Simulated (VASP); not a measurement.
Consider the following.

```yaml
crystal:
  lattice:
    - [1.59211, -2.75761, 0.00000]
    - [1.59211, 2.75761, 0.00000]
    - [0.00000, 0.00000, 3.64085]
  atoms:
    - { symbol: Zr, position: [0.00000, 0.00000, 0.00000] }
    - { symbol: B, position: [0.33333, 0.66667, 0.50000] }
    - { symbol: B, position: [0.66667, 0.33333, 0.50000] }
```

Computed with vdW-DF2, VASP's PBE PAW potentials (set 64) (plane waves; VASP 6.6.1). Settings: 520 eV cut-off, Gaussian smearing of 0.050 eV, potentials Zr_sv B.

### Question
Give the energies of bands 6 to 12 at the high-symmetry points, in eV from the Fermi level.

### Answer

```tsv
band	Γ	M	K	A	L	H
6	-2.72	-8.64	-7.86	-6.92	-7.14	-8.68
7	-2.64	-4.02	-6.74	-1.12	-4.51	-5.05
8	-2.60	-3.17	-2.60	-1.12	-4.09	-2.74
9	-2.60	-2.61	-2.60	0.45	-2.17	-2.74
10	3.05	1.89	1.27	0.45	3.04	3.42
11	3.05	2.02	1.27	0.57	4.01	5.23
12	3.46	4.42	2.98	0.57	4.81	5.23
```

It has no gap at this level: it comes out as a metal or semimetal.

The compound is ZrB2 in the AlB2 type structure. It was relaxed first.
